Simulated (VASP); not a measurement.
Calculation: PBEsol GGA, VASP's PBE PAW potentials (set 64) (plane waves; VASP).

VASP input:

### POSCAR
```
Tc2C
1
    3.9636120000     0.0000000000     0.0000000000
   -1.9818060000     3.4325890000     0.0000000000
    0.0000000000     0.0000000000     4.8565140000
C Tc
2 4
Direct
  0.3333330000   0.6666670000   0.2500000000
  0.6666670000   0.3333330000   0.7500000000
  0.0000000000   0.0000000000   0.0000000000
  0.0000000000   0.0000000000   0.5000000000
  0.3333330000   0.6666670000   0.7500000000
  0.6666670000   0.3333330000   0.2500000000
```

### INCAR
```
# general
SYSTEM =Tc2C
PREC   =Accurate
ENCUT  =400
LREAL  =.FALSE.   # projection in real space or not
LASPH  =.TRUE.

# electronic loop
EDIFF  =1E-6
NELM   =100   # most electronic steps
ALGO   =Normal   # blocked Davidson
LMAXMIX=4   # l cut-off of mixed one-centre charges

# smearing
ISMEAR =0
SIGMA  =0.1   # width (eV)

# functional
GGA    =PS

# ions
ISIF   =2   # forces and stress, cell fixed

# output
LWAVE  =.FALSE.
LCHARG =.FALSE.
```

File KPOINTS:
```
K-points
0
G
 6 6 5
0 0 0
```

POTCAR, in this order: C Tc_pv (PBE.64 set). Program: vasp_std.

The resulting files:

### OUTCAR
```
 ion  position               nearest neighbor table
   1  0.333  0.667  0.250-   6 2.29   6 2.29   6 2.29   5 2.43   5 2.43   3 2.59   4 2.59   4 2.59
                             3 2.59   4 2.59   3 2.59
   2  0.667  0.333  0.750-   5 2.29   5 2.29   5 2.29   6 2.43   6 2.43   3 2.59   4 2.59   3 2.59
                             4 2.59   3 2.59   4 2.59
   3  0.000  0.000  0.000-   4 2.43   4 2.43   1 2.59   5 2.59   6 2.59   2 2.59   2 2.59   6 2.59
                             1 2.59   5 2.59   2 2.59   6 2.59   1 2.59   5 2.59
   4  0.000  0.000  0.500-   3 2.43   3 2.43   1 2.59   5 2.59   6 2.59   2 2.59   2 2.59   6 2.59
                             1 2.59   5 2.59   2 2.59   6 2.59   1 2.59   5 2.59
   5  0.333  0.667  0.750-   2 2.29   2 2.29   2 2.29   1 2.43   1 2.43   3 2.59   4 2.59   4 2.59
                             3 2.59   4 2.59   3 2.59   6 3.34   6 3.34   6 3.34   6 3.34   6 3.34
   6  0.667  0.333  0.250-   1 2.29   1 2.29   1 2.29   2 2.43   2 2.43   3 2.59   4 2.59   3 2.59
                             4 2.59   3 2.59   4 2.59   5 3.34   5 3.34   5 3.34   5 3.34   5 3.34
  LATTYP: Found a hexagonal cell.
 ALAT       =     3.9636120000
 C/A-ratio  =     1.2252748251
 Subroutine PRICEL returns:
 Original cell was already a primitive cell.
 Subroutine GETGRP returns: Found 24 space group operations
The static configuration has the point symmetry D_3d.
 The point group associated with its full space group is D_6h.
The dynamic configuration has the point symmetry D_3d.
 Subroutine INISYM returns: Found 24 space group operations
 Subroutine IBZKPT returns following result:
 Found     21 irreducible k-points:

 Following reciprocal coordinates:
            Coordinates               Weight
  0.000000  0.000000  0.000000      1.000000
  0.166667  0.000000  0.000000      6.000000
  0.333333  0.000000  0.000000      6.000000
  0.500000  0.000000  0.000000      3.000000
  0.166667  0.166667  0.000000      6.000000
  0.333333  0.166667  0.000000     12.000000
  0.333333  0.333333  0.000000      2.000000
  0.000000  0.000000  0.200000      2.000000
  0.166667  0.000000  0.200000     12.000000
  0.333333  0.000000  0.200000     12.000000
  0.500000  0.000000  0.200000      6.000000
  0.166667  0.166667  0.200000     12.000000
  0.333333  0.166667  0.200000     24.000000
  0.333333  0.333333  0.200000      4.000000
  0.000000  0.000000  0.400000      2.000000
  0.166667  0.000000  0.400000     12.000000
  0.333333  0.000000  0.400000     12.000000
  0.500000  0.000000  0.400000      6.000000
  0.166667  0.166667  0.400000     12.000000
  0.333333  0.166667  0.400000     24.000000
  0.333333  0.333333  0.400000      4.000000
   k-points           NKPTS =     21   k-points in BZ     NKDIM =     21   number of bands    NBANDS=     36
   number of dos      NEDOS =    301   number of ions     NIONS =      6
   total plane-waves  NPLWV =  25088
   dimension x,y,z NGX =    28 NGY =   28 NGZ =   32
   dimension x,y,z NGXF=    56 NGYF=   56 NGZF=   64
   ions per type =               2   4
   PREC   = accura    normal or accurate (medium, high low for compatibility)
   ISTART =      0    job   : 0-new  1-cont  2-samecut
   ICHARG =      2    charge: 1-file 2-atom 10-const
   ISPIN  =      1    spin polarized calculation?
   LNONCOLLINEAR =      F non collinear calculations
   LSORBIT =      F    spin-orbit coupling
   INIWAV =      1    electr: 0-lowe 1-rand  2-diag
   ENCUT  =  400.0 eV  29.40 Ry    5.42 a.u.   6.46  6.46  7.92*2*pi/ulx,y,z
   NELM   =    100;   NELMIN=  2; NELMDL= -5     # of ELM steps
   EDIFF  = 0.1E-05   stopping-criterion for ELM
   LREAL  =      F    real-space projection
   NLSPLINE    = F    spline interpolate recip. space projectors
   LMAXMIX     =    4 max onsite mixed and CHGCAR
   VOSKOWN=      0    Vosko Wilk Nusair interpolation
   EDIFFG = 0.1E-04   stopping-criterion for IOM
   NSW    =      0    number of steps for IOM
   NBLOCK =      1;   KBLOCK =      1    inner block; outer block
   IBRION =     -1    ionic relax: 0-MD 1-quasi-New 2-CG
   NFREE  =      0    steps in history (QN), initial steepest desc. (CG)
   ISIF   =      2    stress and relaxation
...
```

File OSZICAR:
```
       N       E                     dE             d eps       ncg     rms          rms(c)
DAV:   1     0.687986987441E+03    0.68799E+03   -0.31158E+04  1648   0.141E+03
DAV:   2    -0.255552661365E+02   -0.71354E+03   -0.69702E+03  1592   0.459E+02
DAV:   3    -0.607286819496E+02   -0.35173E+02   -0.34192E+02  2124   0.104E+02
DAV:   4    -0.615411034800E+02   -0.81242E+00   -0.79892E+00  1808   0.144E+01
DAV:   5    -0.615610328747E+02   -0.19929E-01   -0.19881E-01  1884   0.205E+00    0.417E+01
DAV:   6    -0.582093377486E+02    0.33517E+01   -0.31348E+01  2096   0.286E+01    0.143E+01
DAV:   7    -0.578956842329E+02    0.31365E+00   -0.71269E+00  1932   0.172E+01    0.109E+01
DAV:   8    -0.579135155460E+02   -0.17831E-01   -0.66264E+00  1820   0.159E+01    0.783E+00
DAV:   9    -0.574812900073E+02    0.43223E+00   -0.19173E+00  1764   0.964E+00    0.779E-01
DAV:  10    -0.574834421319E+02   -0.21521E-02   -0.83658E-02  1972   0.165E+00    0.391E-01
DAV:  11    -0.574825164739E+02    0.92566E-03   -0.97918E-03  1844   0.740E-01    0.797E-02
DAV:  12    -0.574824602984E+02    0.56176E-04   -0.70200E-04  1852   0.220E-01    0.262E-02
DAV:  13    -0.574824560651E+02    0.42333E-05   -0.41401E-05  1932   0.400E-02    0.773E-03
DAV:  14    -0.574824548133E+02    0.12519E-05   -0.54780E-06  1668   0.108E-02    0.185E-03
DAV:  15    -0.574824545573E+02    0.25599E-06   -0.33648E-07   932   0.379E-03
   1 F= -.57482455E+02 E0= -.57453896E+02  d E =-.571175E-01
```

File OUTCAR:
```
------------------------ aborting loop because EDIFF is reached ----------------------------------------
  FORCE on cell =-STRESS in cart. coord.  units (eV):
  Direction    XX          YY          ZZ          XY          YZ          ZX
  --------------------------------------------------------------------------------------
  Total        3.4251683      3.4251690     -1.2273493      0.0000000      0.0000000      0.0000000
  in kB       83.0529218     83.0529372    -29.7605658      0.0000000      0.0000000      0.0000000
  external PRESSURE =      45.4484311 kB  Pullay stress =       0.0000000 kB
  volume of cell :       66.08
      direct lattice vectors                 reciprocal lattice vectors
     3.963612000  0.000000000  0.000000000     0.252295129  0.145662647  0.000000000
    -1.981806000  3.432589000  0.000000000     0.000000000  0.291325294  0.000000000
     0.000000000  0.000000000  4.856514000     0.000000000  0.000000000  0.205909012
 POSITION                                       TOTAL-FORCE (eV/Angst)
 -----------------------------------------------------------------------------------
     -0.00000      2.28839      1.21413        -0.000000      0.000000      0.000000
      1.98181      1.14420      3.64239         0.000000     -0.000000      0.000000
      0.00000      0.00000      0.00000         0.000000      0.000000      0.000000
      0.00000      0.00000      2.42826        -0.000000      0.000000      0.000000
     -0.00000      2.28839      3.64239         0.000000      0.000000      0.000000
      1.98181      1.14420      1.21413        -0.000000     -0.000000      0.000000
 -----------------------------------------------------------------------------------
    total drift:                                0.001520     -0.000877      0.001019
  FREE ENERGIE OF THE ION-ELECTRON SYSTEM (eV)
  ---------------------------------------------------
  free  energy   TOTEN  =       -57.4824545573 eV

  energy  without entropy=      -57.4253371029  energy(sigma->0) =      -57.45389583
```
(Selected blocks of OUTCAR.)

At this cut-off the stress carries a Pulay error, which pulls relaxed volumes low.

The structure was generated: Tc2C was put into an ordered model structure, which need not be its known phase. The cell was not relaxed at this level. The k-mesh is coarse (spacing up to 0.31 per Å, 2π included), so the numbers may not be converged in it. The run is one of a series of settings (GGA = PS against the base run), some of them coarse on purpose.
